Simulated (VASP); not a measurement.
Here is the system:

```
CELL_PARAMETERS angstrom
      0.00000     3.21000     3.21000
      3.21000     0.00000     3.21000
      3.21000     3.21000     0.00000
ATOMIC_POSITIONS crystal
  Mg 0.00000 0.00000 0.00000
  Te 0.25000 0.25000 0.25000
```

Computed with PBE GGA, VASP's PBE PAW potentials (set 64) (plane waves; VASP 6.6.1). Numerical set-up: EDIFF = 1E-2, 400 eV cut-off, 7×7×7 Γ-centred mesh, Gaussian smearing of 0.050 eV, potentials Mg Te.

Unless said otherwise, spin-orbit coupling is left out, though it shifts the bands of the heavy elements here.

Q: Predict the energy per atom (σ→0), pressure, band gap (on the k-mesh) with the smallest direct gap where there is one.

A: 
```json
{
 "band gap (on the k-mesh)": "2.50 eV",
 "smallest direct gap (on the k-mesh)": "2.50 eV",
 "energy per atom (σ→0)": "-308.3 kJ/mol of atoms",
 "pressure": "1.66 GPa"
}
```

Total energies compare only between runs with the same potentials, cut-off and functional.

The compound is MgTe in the zinc blende structure, whereas wurtzite is the usual form. The cell was not relaxed at this level. The run is one of a series of settings (EDIFF = 1E-2 against the base run), some of them coarse on purpose.
